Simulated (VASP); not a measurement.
Consider the following.

```
CELL_PARAMETERS angstrom
      4.37575     0.00000     0.00000
     -2.18788     3.78951     0.00000
      0.00000     0.00000    33.59099
ATOMIC_POSITIONS crystal
  Bi 0.33333 0.66667 0.28858
  Bi 0.00000 0.00000 0.59064
  Bi 0.00000 0.00000 0.40936
  Bi 0.66667 0.33333 0.71142
  Te 0.00000 0.00000 0.23778
  Te 0.66667 0.33333 0.34912
  Te 0.33333 0.66667 0.46084
  Te 0.66667 0.33333 0.53916
  Te 0.33333 0.66667 0.65088
  Te 0.00000 0.00000 0.76222
```

Method: PBEsol GGA, VASP's PBE PAW potentials (set 64) (plane waves; VASP). Numerical set-up: PREC = Normal, 400 eV cut-off, 12×12×1 Γ-centred mesh, Gaussian smearing of 0.050 eV, potentials Bi_d Te.

Unless said otherwise, spin-orbit coupling is left out, though it shifts the bands of the heavy elements here.

Predict the energy per atom (σ→0), band gap (on the k-mesh) with the smallest direct gap where there is one.

* **band gap (on the k-mesh)**: 0.51 eV
* **smallest direct gap (on the k-mesh)**: 0.51 eV
* **energy per atom (σ→0)**: -4.041 eV/atom

The absolute energy has meaning only against runs of the same code, potentials and settings.

The cell is a sheet with vacuum, built from Bi2Te3 (tetradymite).
